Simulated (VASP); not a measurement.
```
CELL_PARAMETERS angstrom
      4.33896     0.00000     0.00000
      0.00000     4.33896     0.00000
      0.00000     0.00000     4.33896
ATOMIC_POSITIONS crystal
  Ti 0.00000 0.00000 0.00000
  Ti 0.50000 0.50000 0.00000
  Ti 0.50000 0.00000 0.50000
  C  0.50000 0.50000 0.50000
  C  0.00000 0.00000 0.50000
  C  0.00000 0.50000 0.00000
  C  0.50000 0.00000 0.00000
  Nb 0.00000 0.50000 0.50000
```

The numbers are results of PBEsol GGA, VASP's PBE PAW potentials (set 64) (plane waves; VASP), not measurements. Settings: 520 eV cut-off, 8×8×8 Γ-centred mesh, tetrahedra with Blöchl corrections, potentials Ti_sv C Nb_sv.

### Question
The job: NbTi3C4 (ordered alloy cell), 8 atoms, PBEsol, static run, 520 eV, 8×8×8 Γ-centred mesh. Roughly how much core time does it take on a busy server core?

### Answer
About 3 core-minutes (one run on a shared machine, a rough figure). It had 35 irreducible k-points, 39 bands, up to 2272 plane waves and 20 electronic steps.

The structure was generated: NbTi3C4 was put into an ordered model structure (Pm-3m), which need not be its known phase. It was relaxed first.
